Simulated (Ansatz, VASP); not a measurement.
# CeNi2As2: VASP beside Ansatz, part 2 of 2

Wanted: the spread between two codes on one cell, functional and k mesh. The cell is taken from a series of VASP runs on this material, whose earlier steps may have relaxed, scaled or displaced it; both programs get it as it stands.

VASP 6.6.1 and Ansatz 0.2.0.

So far: The starting structure; VASP: zone-centre phonons, PBEsol, DFT+U.

In doubt: a part-filled 4f shell, where there is one, can sit in one of many states, so energies may not be the lowest and differences between runs may mislead; derivatives with an open 4f shell can jump between states, which bears on forces and vibrations.

### 3. Ansatz: zone-centre phonons, PBEsol, DFT+U

Level of this step: Ansatz beside VASP: Kohn-Sham DFT, plane waves, PBEsol, DFT+U (Ansatz).

Ansatz runs on its default PAW (the set named soft_2) files.

The same cell, functional, mesh and smearing now go to Ansatz, which takes its cutoff from its data sets.

input.yaml

```yaml
crystal:
  lattice:
    - [-2.0248579945, 2.0248579945, 4.9433557279]
    - [2.0248579945, -2.0248579945, 4.9433557279]
    - [2.0248579945, 2.0248579945, -4.9433557279]
  atoms:
    - { symbol: Ce, position: [0.0, 0.0, 0.0], spin: 0.976 }
    - { symbol: Ni, position: [0.25, 0.75, 0.5], spin: -0.001 }
    - { symbol: Ni, position: [0.75, 0.25, 0.5], spin: -0.001 }
    - { symbol: As, position: [0.6344975055, 0.6344975055, 0.0], spin: -0.006 }
    - { symbol: As, position: [0.3655024945, 0.3655024945, 0.0], spin: -0.006 }
hamiltonian:
  xc: pbesol
  pseudopotentials: { kind: paw }
  hubbard:
    sites:
      - { species: Ce, l: f, u_eff: 5.0 }
      - { species: Ni, l: d, u_eff: 3.0 }
magnetization:
  spin_polarized: true
kpoints:
  mp_grid: { grid: [10, 10, 10] }
scf:
  occupations: { method: methfessel_paxton, width: 0.2 }
phonons:
  method: dfpt
  qpoints: [[0, 0, 0]]
```

Run with:

```sh
ansatz run input.yaml --threads 4 --pin off --max-ram 9216MiB --backend cpu --events-out ev --progress --plain --runs-dir out
```

Numbers of over 12 decimals in the logs are rounded to 6 here.

Output:

```text
Ce: projections on atomic orbitals take those of the free atom [Kr 4d10] 4f1 5s2 5p6 5d1 6s2, of charge +0.00 (hamiltonian.pseudopotentials.projection_atoms); the dataset's partial waves leave at most 1.4e-5 of an orbital's norm unspanned inside its sphere
Ni: projections on atomic orbitals take those of the free atom [Ne] 3s2 3p6 3d8 4s2, of charge +0.00 (hamiltonian.pseudopotentials.projection_atoms); the dataset's partial waves leave at most 1.6e-6 of an orbital's norm unspanned inside its sphere
As: projections on atomic orbitals take those of the free atom [Ar] 3d10 4s2 4p3, of charge +0.00 (hamiltonian.pseudopotentials.projection_atoms); the dataset's partial waves leave at most 1.7e-6 of an orbital's norm unspanned inside its sphere
band count auto-derived: 49, from the close of a first SCF at 48 (N_el = 78.0; filled up to band 39; 48 by the electrons, moments and atoms)
Engine: ansatz 0.2.0, aarch64-unknown-linux-gnu
Pseudopotentials: kind: paw
Pseudopotential: Ce, paw, valence charge 12, recommended cutoff 420 eV (normal), Ce.paw.azcp
Pseudopotential: Ni, paw, valence charge 18, recommended cutoff 420 eV (normal), Ni.paw.azcp
Pseudopotential: As, paw, valence charge 15, recommended cutoff 420 eV (normal), As.paw.azcp
Functional definition: PBEsol
  exchange = pbesol_x
  correlation = pbesol_c
Crystal: 5 atoms, lattice volume = 81.072 Å³
Basis set: ecut = 420 eV, 1621 PW (Γ), exchange–correlation on 80×80×80 points (8 copies of the dense FFT grid, shifted against one another)
Bands: 48, of which v1, the nominal top of the filled ones, is band 39 counted from 1 (38 counted from 0)
Symmetry: 16 space group operations
Space group: I4/mmm (ITA 139), of the structure as read, at distance tolerance 4.3e-5 Å
Magnetic group: BNS 139.531 (UNI 1191), of the structure as read, at distance tolerance 4.3e-5 Å
k-points: 102 of 1000
Non-local potential: Ce, projectors of the file, l = 0: 3, l = 1: 2, l = 2: 2, l = 3: 3
Non-local potential: Ni, projectors of the file, l = 0: 3, l = 1: 2, l = 2: 3, l = 3: 1
Non-local potential: As, projectors of the file, l = 0: 2, l = 1: 2, l = 2: 3, l = 3: 1
PAW form: soft (Blöchl's): semilocal exchange-correlation on the pseudo side does not see the compensation charge
PAW frozen core: Ce, regenerated for the run's functional, and the local potential with it (the file was generated under x = pbe(κ = 0.804, μ = 0.219515), c = pbe(β = 0.066725))
PAW frozen core: Ni, regenerated for the run's functional, and the local potential with it (the file was generated under x = pbe(κ = 0.804, μ = 0.219515), c = pbe(β = 0.066725))
PAW frozen core: As, regenerated for the run's functional, and the local potential with it (the file was generated under x = pbe(κ = 0.804, μ = 0.219515), c = pbe(β = 0.066725))
PAW one-centre angular grid: Ce, 590 points (default); XC on 64 Gauss nodes
PAW one-centre angular grid: Ni, 590 points (default); XC on 64 Gauss nodes
PAW one-centre angular grid: As, 590 points (default); XC on 64 Gauss nodes
Initial density: superposition of atomic densities (chi_scale 0.1, normalization cell, long waves kept (reshape's long-wave potential 0.00 eV rms))
Starting moments: Σ|m| = 0.99 μB on 5 of 5 sites
Initial wavefunctions: pseudopotential atomic-orbital guess
Functional: x = pbesol(κ = 0.804, μ = 0.123457), c = pbesol(β = 0.046)
SCF 1, on 48 bands, converged in 33 iterations: F = -27721.307548 eV; the run's SCF on all bands comes behind
  greatest PAW one-centre occupation: 1.002 electrons in one spin orbital (limit 2), on the Ni atom at site 2 (counted from 0), in its partial waves of l = 1
Bands: 49, of which v1, the nominal top of the filled ones, is band 39 counted from 1 (38 counted from 0)
Initial density: handed on by an earlier stage of this run
Starting moments: Σ|m| = 0.99 μB on 5 of 5 sites; this step starts from the density that it was given
SCF 2 converged in 2 iterations: F = -27721.307548 eV  dr2 = 3.95e-9
Initial density: read from a saved state, or passed on in memory by an earlier SCF of this step, an earlier step, the calling program or the single point that the run made first
Initial wavefunctions: those read from a saved state, or passed on in memory by an earlier step or the calling program
SCF 3 converged in 2 iterations: F = -27721.334687 eV  dr2 = 1.35e-5
Symmetry: 8 space group operations
k-points: 144 of 1000
k-points: 282 of 1000 (irreducible under 2 space group operations, time reversal used)
Stability of the state it starts from, as read at its close in the collinear treatment: not read, because cold or Methfessel-Paxton smearing, or corrected tetrahedra, fill the levels in a way that the test cannot read (fill_not_monotonic); its run was given moments
iter 1 solved again at ethr=1.00e-7 eV; its pass at ethr=3.10e-3 eV (dr2=7.80e-5 eV) is discarded
SCF iter   1: F=—  HF=-27721.307548 eV  |F-HF|=—  |Δ(HF+E_count)|=         —  Δρ=1.42e-6 (↑1.21e-6 ↓1.42e-6)  dr2=4.15e-9  dr2_m=1.97e-11  M=0.994 μB ∫|m|=1.064 μB  β_m=0.30  ethr=1.00e-7  ⟨swp⟩=4.5  Hψ=181328  notcnv=0
eigensolver tolerance schedule: the retry pair's looser diagonalisation over-reported the residual by 18787.40 of it (diagonalisation noise at 1.54 of the residual, at the tolerance the schedule requests for it); recorded, not acted on — ethr = c·dr2/N_el stays at c = 1.0e-1
preconditioner: auto → Kerker (q_TF=auto, 2.711 Å⁻¹)  [metal: Δε(μ)=0.008 eV  Ē_g=8.789 eV  σ=0.200 eV  W_gap=0.03  n_scr=32 (ndim 8)  ℏωp=26.1 eV  f_vac=0.002  D(μ)=1.70/eV (n_scr^D=10)]
spin=Collinear: Kerker preconditioning applied to the charge; magnetization (m = ρ↑ − ρ↓) channel mixes plain (no charge-response kernel on spin).
SCF iter   2: F=—  HF=-27721.307548 eV  |F-HF|=—  |Δ(HF+E_count)|=   6.45e-7  S|Δr|=    0.00e0  Δρ=9.04e-7 (↑9.04e-7 ↓6.60e-7)  dr2=3.18e-9  dr2_m=2.58e-11  M=0.994 μB ∫|m|=1.064 μB  β_m=0.28  ethr=5.32e-12  ⟨swp⟩=4.5  Hψ=75037  notcnv=0
SCF iter   3: F=—  HF=-27721.307548 eV  |F-HF|=—  |Δ(HF+E_count)|=  1.89e-10  S|Δr|=    0.00e0  Δρ=4.54e-7 (↑4.38e-7 ↓4.54e-7)  dr2=1.46e-9  dr2_m=1.84e-11  M=0.994 μB ∫|m|=1.064 μB  β_m=0.64  ethr=4.07e-12  ⟨swp⟩=1.0  Hψ=27644  notcnv=0
SCF iter   4: F=—  HF=-27721.307548 eV  |F-HF|=—  |Δ(HF+E_count)|=  1.96e-10  S|Δr|=    0.00e0  Δρ=5.11e-7 (↑4.92e-7 ↓5.11e-7)  dr2=4.69e-10  dr2_m=1.25e-12  M=0.994 μB ∫|m|=1.064 μB  β_m=0.65  ethr=1.88e-12  ⟨swp⟩=2.0  Hψ=40042  notcnv=0
SCF iter   5: F=—  HF=-27721.307548 eV  |F-HF|=—  |Δ(HF+E_count)|=  8.73e-11  S|Δr|=    0.00e0  Δρ=9.81e-8 (↑9.28e-8 ↓9.81e-8)  dr2=2.30e-11  dr2_m=5.04e-13  M=0.994 μB ∫|m|=1.064 μB  β_m=0.71  ethr=1.00e-12  ⟨swp⟩=2.2  Hψ=41705  notcnv=0
SCF iter   6: F=-27721.307548 eV  HF=-27721.307548 eV  |F-HF|=7.28e-12  |Δ(HF+E_count)|=    0.00e0  S|Δr|=    0.00e0  Δρ=5.28e-8 (↑4.39e-8 ↓5.28e-8)  dr2=6.40e-12  dr2_m=2.17e-13  M=0.994 μB ∫|m|=1.064 μB  ethr=1.00e-12  ⟨swp⟩=6.3  Hψ=127151  notcnv=0
SCF 4 converged in 6 iterations: F = -27721.307548 eV  dr2 = 6.40e-12
this state was not tested for a lower state beside it, because cold or Methfessel-Paxton smearing, or corrected tetrahedra, fill the levels in a way that the test cannot read (fill_not_monotonic; see scf.lower_state_search)
DFPT response loops at Γ: preconditioner auto → Kerker (q_TF=auto, 2.711 Å⁻¹) (partly filled bands, converged f_vac=0.002); β = 1.00, the filter's whole step (`scf.mixing.beta` (0.30) is not read by the response loops under this deck's `scf.mixing.preconditioner`; to damp them name `kerker` or `kerker_dos`, under which they read `scf.mixing.beta`, and type it under 1.00, their step now; both keys bind the ground state too); Broyden in place of MSR1
SCF converged after 6 iterations
Magnetization: 0.9935 μB (39.4968 up, 38.5032 down)
Absolute magnetization: 1.0475 μB (∫|ρ↑−ρ↓|, with the PAW one-centre terms)
Spin contamination: 0.0489 ħ² per cell (⟨S²⟩ above its minimum at these occupations)
Per-site moments (μB) at R_I (Å): [(0.974637, 1.302371), (0.000356743, 0.958925), (0.000356743, 0.958925), (-0.00564234, 0.958925), (-0.00564234, 0.958925)]
Free energy (F): -27721.307548 eV
Harris-Foulkes:  -27721.307548 eV  (|F-HF|=7.28e-12)
Internal energy: -27721.306448 eV  (E = F + TS)
E sigma→0 (E₀):  -27721.307273 eV
Entropy (-TS):   -0.001100 eV (-0.220 meV/atom)
Fermi energy:    16.248695 eV
Step filling:    the computed levels leave a gap of 0.0082 eV = 0.0 smearing widths at the electron count; against every level under it full and every level over it empty, smearing changes F+E_penalty+E_count by -1.230 meV and its σ→0 estimate by -0.955 meV
--- Per-component energies (eV) ---
  E_band       = -920.825081
  E_kinetic    = 1157.406142
  E_local      = -12508.091256  (includes V_loc(G=0)·N_el)
  E_nonlocal   = -79.557197
  E_hartree    = 5874.211606
  E_xc         = -551.008766
  E_vxc        = -628.419979  (∫ρ·V_xc dr)
  E_hubbard    = 2.907671  (on-site DFT+U / exact-exchange correction)
  E_vhub       = -23.962358  (the Hubbard potential's part of the band-sum identity)
  E_paw        = -12185.694512  (= ΣΔE_a)
  E_vpaw       = -586.624503  (= ΣTr[D̂ρ^β])
  E_aug_tail   = 0.000963  (compensation charges beyond the density's cutoff)
  E_ewald      = -9434.034829
  E_core_change = 2.553731  (= ΣΔE_core)
  E_smearing   = -0.001100  (= −TS)
  E_closure    = 0.000000  (closes the sum)
  Σ components = -27721.307548   (vs F -27721.307548, Δ=0.00e0)
--- Band table (eV; the first three rows and the last of 564) ---
  k-point 0 ↑: bands = [... 35 lower, 14.3200, 14.4374, 14.8673, 15.1078, 16.8579, 16.8579, 18.5657, 18.9634, ... 6 higher]
  k-point 1 ↑: bands = [... 35 lower, 14.2877, 14.3353, 15.0043, 15.0788, 16.1277, 17.2681, 18.8671, 19.0881, ... 6 higher]
  k-point 2 ↑: bands = [... 35 lower, 14.1284, 14.2908, 15.0744, 15.1167, 15.5256, 18.1590, 18.8000, 19.0726, ... 6 higher]
  k-point 281 ↓: bands = [... 35 lower, 14.8654, 15.7299, 16.1390, 16.8150, 18.0956, 18.0956, 18.4743, 19.0586, ... 6 higher]
Occupation matrices written to <dir>
--- Phonons (Γ-DFPT): 6 representative perturbations + reference, on 282 of 1000 k-points (Σ response iterations 62) ---
  k mesh reduced under 2 symmetry operations, with k and −k counted as one. Each operation leaves every solved perturbation unchanged. A smaller set is not considered because the run has a Hubbard term
  ASR residual: 2.794e-4 → 0.000e0 eV/Å²; symmetrization residual: 2.371e-5 eV/Å²
  ASR residual per site (eV/Å²): 8.40e-5 2.79e-4 2.79e-4 7.63e-5 7.63e-5
  Γ frequencies (cm⁻¹): 0.00 0.00 0.00 52.66 52.66 132.71 132.71 138.04 150.22 208.60 214.63 246.00 246.00 265.06 265.06
  non-analytic LO–TO correction: not included (Born effective charges unavailable; polar crystals: no LO–TO splitting at Γ)
--- Phonons (arbitrary-q DFPT): 1 explicit q-point ---
  q = [0, 0, 0] (of the zone-centre solve; hermiticity 2.70e-6, symmetrization 2.37e-6): -0.00 -0.00 0.00 52.66 52.66 132.71 132.71 138.04 150.22 208.60 214.63 246.00 246.00 265.06 265.06
  sum rule: each row above includes the acoustic sum rule's correction from the zone centre's row sums; it moved no ω² by more than (1.14 cm⁻¹)²
```

Elapsed: 32 min, on 4 threads of Arm Neoverse V1, shared host; peak memory 6 GiB; 2 h of CPU time.

Reading the cycles: dr2 is the Hartree energy of the density residual (eV), the measure of convergence; HF is the Harris–Foulkes estimate of the energy, which meets the free energy F at convergence.

### 4. Differences

Known differences besides the potentials themselves: U acts on the PAW sphere in VASP and on atomic orbitals in Ansatz, so only states and trends compare; the data sets hold 78 valence electrons in Ansatz (default PAW (the set named soft_2) files) and 42 in VASP; the cutoff is 420 eV in Ansatz and 400 eV in VASP; Ansatz makes its cores anew for this functional, VASP keeps those of its PBE data sets; VASP uses finite displacements, Ansatz perturbation theory. Total energies have different zeros and are not compared.

Both answers:

```
                    quantity  Ansatz   VASP  difference
  optical mode 1 to 2 (cm⁻¹)    52.7   52.4     +0.49 %
  optical mode 3 to 4 (cm⁻¹)   132.7  131.9     +0.58 %
       optical mode 5 (cm⁻¹)   138.0  135.6     +1.81 %
       optical mode 6 (cm⁻¹)   150.2  144.8     +3.76 %
       optical mode 7 (cm⁻¹)   208.6  202.1     +3.22 %
       optical mode 8 (cm⁻¹)   214.6  214.5     +0.04 %
 optical mode 9 to 10 (cm⁻¹)   246.0  238.9     +2.97 %
optical mode 11 to 12 (cm⁻¹)   265.1  252.2     +5.08 %
```

Modes are paired by rising frequency and degeneracy, not by their patterns, so a pair may still set unlike modes beside each other.

### 5. What came out

| Property | Result |
| --- | --- |
| r.m.s. difference of the optical zone-centre modes, each program's sorted by frequency (zone-centre phonons, PBEsol, DFT+U) | 6.5 cm⁻¹ |
| difference in optical mode 11 to 12 (zone-centre phonons, PBEsol, DFT+U) | +5.1 % |

In words: The r.m.s. difference of the optical zone-centre modes, each program's sorted by frequency is 6.5 cm⁻¹ (zone-centre phonons, PBEsol, DFT+U). Among the rows given in per cent, the largest difference of the zone-centre phonons, PBEsol, DFT+U pair is in optical mode 11 to 12, +5.1 %. How closely two codes agree says nothing of how well the functional describes the real material.

[Lines on the potential files, build, host, timing and source positions are cut from VASP's logs without a mark.]

[Logs are printed without paths, hosts, clocks, repeated set-up lines and the standing remarks that a program may print on its own settings, such as how far it seeks lower states.]

[Hosts, paths, dates, database ids (printed as entryN), source tags and the programs' standing remarks are cut or masked in the printed files.]
